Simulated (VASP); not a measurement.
Wanted: the native input for a VASP 6.6.1 run.

```yaml
Task: single point
Functional: r2SCAN
Potentials_or_basis: VASP PAW PBE potentials, release 64 (S, Se, Ba_sv)
Cutoff: 520 eV
k_mesh: 6 × 6 × 6
Occupations: gaussian, width 0.01 eV
Spin: no spin polarisation
Dipole_correction: no
Further_INCAR_settings: ALGO = Normal; EDIFF = 1e-06; NBANDS = 24
```

The system is Ba2SeS.

```
CELL_PARAMETERS angstrom
2.27984 1.31627 7.63870
-2.27984 1.31627 7.63870
0.00000 -2.63254 7.63870
ATOMIC_POSITIONS crystal
S 0.00000 0.00000 0.00000
Se 0.50000 0.50000 0.50000
Ba 0.25267 0.25267 0.25267
Ba 0.74733 0.74733 0.74733
```

The cell was built by a generator and needn't be a form met in nature.

The cell isn't the ideal one: epitaxial_xy strain -1.3%.

These files were run (other wordings do the same):

POSCAR

```
Ba2SeS
1.0
    2.2798423129      1.3162675730      7.6387023249
   -2.2798423129      1.3162675730      7.6387023249
    0.0000000000     -2.6325351461      7.6387023249
S Se Ba
1 1 2
Direct
    1.0000000000      0.0000000000      0.0000000000
    0.5000000000      0.5000000000      0.5000000000
    0.2526674854      0.2526674854      0.2526674854
    0.7473325146      0.7473325146      0.7473325146
```

INCAR.step1

```
SYSTEM = Ba2SeS
PREC = Accurate
ENCUT = 520
ISMEAR = 0
SIGMA = 0.01
LREAL = .False.
LASPH = .True.
NELM = 100
NBANDS = 24
GGA = PE
ALGO = Normal
EDIFF = 1E-4
LWAVE = .True.
LCHARG = .False.
```

INCAR.step2

```
SYSTEM = Ba2SeS
PREC = Accurate
ENCUT = 520
EDIFF = 1E-6
ISMEAR = 0
SIGMA = 0.01
LREAL = .False.
LASPH = .True.
NELM = 100
ALGO = Normal
ISIF = 2
LWAVE = .False.
LCHARG = .False.
METAGGA = R2SCAN
LMIXTAU = .True.
NBANDS = 24
ISTART = 1
```

KPOINTS

```
Automatic mesh
0
Gamma
  6 6 6
  0 0 0
```

Potentials or basis: VASP PAW PBE potentials, release 64 (S, Se, Ba_sv).

Command:

```bash
$ cat potpaw_PBE.64/S/POTCAR potpaw_PBE.64/Se/POTCAR potpaw_PBE.64/Ba_sv/POTCAR > POTCAR
$ cp INCAR.step1 INCAR
$ mpirun -np 1 vasp_std > vasp.out
$ cp INCAR.step2 INCAR
$ mpirun -np 1 vasp_std > vasp.out
```

Results of the run:

The pressure is 1.1 GPa and the largest force is 0.005 eV/Å. The band gap on the k mesh is 2.30 eV, indirect (least direct gap 2.49 eV).

Caveat: the PAW data sets were made with another functional, which shifts forces and pressure a little; spin-orbit coupling is left out, which moves the levels of the heavy elements.

It took 14 min on 1 thread of Intel(R) Xeon(R) Platinum 8488C (Sapphire Rapids) (shared host), peak memory 0.61 GiB.
